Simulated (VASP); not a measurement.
Energy against volume of InAs (zinc blende). Method: AM05 GGA, VASP's PBE PAW potentials (set 64) (plane waves; VASP). Settings: 520 eV cut-off, 10×10×10 Γ-centred mesh, first-order Methfessel-Paxton smearing of 0.10 eV, potentials In_d As.

```
V (Å³/atom)  E (eV/atom)
-----------  -----------
26.731          -3.96820
27.584          -3.98293
28.437          -3.98748
29.290          -3.98349
```

**Question.** Fit these four points and predict the energy of the run at 30.143 Å³/atom.

**Answer.** A cubic in V^(−2/3), the third-order Birch-Murnaghan form, passes through the four points with V0 = 28.44 Å³/atom and B0 = 53 GPa, and gives -3.9723 eV/atom there. The run gave -3.9723 eV/atom, +0.0 meV/atom from the fit; all five points give B0 = 53 GPa.

The compound is InAs in the zinc blende structure. It was relaxed first.
